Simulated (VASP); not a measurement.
Data:

```xyz
2
Lattice="1.4550 -2.5201 0.0000 1.4550 2.5201 0.0000 0.0000 0.0000 2.8400" Properties=species:S:1:pos:R:3 pbc="T T T"
W      0.0000     0.0000     0.0000
C      1.4550     0.8400     1.4200
```

Method: PW91 GGA, VASP's PBE PAW potentials (set 64) (plane waves; VASP). Settings: 520 eV cut-off, 13×13×12 Γ-centred mesh, first-order Methfessel-Paxton smearing of 0.10 eV, potentials W_sv C.

Task: The ions, cell shape and volume are relaxed. What does this cell relax into?

Result: 
```xyz
2
Lattice="1.4653 -2.5380 0.0000 1.4653 2.5380 0.0000 0.0000 0.0000 2.8519" Properties=species:S:1:pos:R:3 pbc="T T T"
W      0.0000     0.0000     0.0000
C      1.4653     0.8460     1.4260
```
Space group P-6m2 (187), at a tolerance of 0.03 Å.

Task: How do energy and volume change from the first to the last step?

Result: The energy (σ→0) changes by -4.3 meV/atom and the volume by +1.9 %, in 6 ionic steps.

The compound is WC in the wc structure. This run relaxes it. Symmetry was kept, so distortions that lower it aren't found.
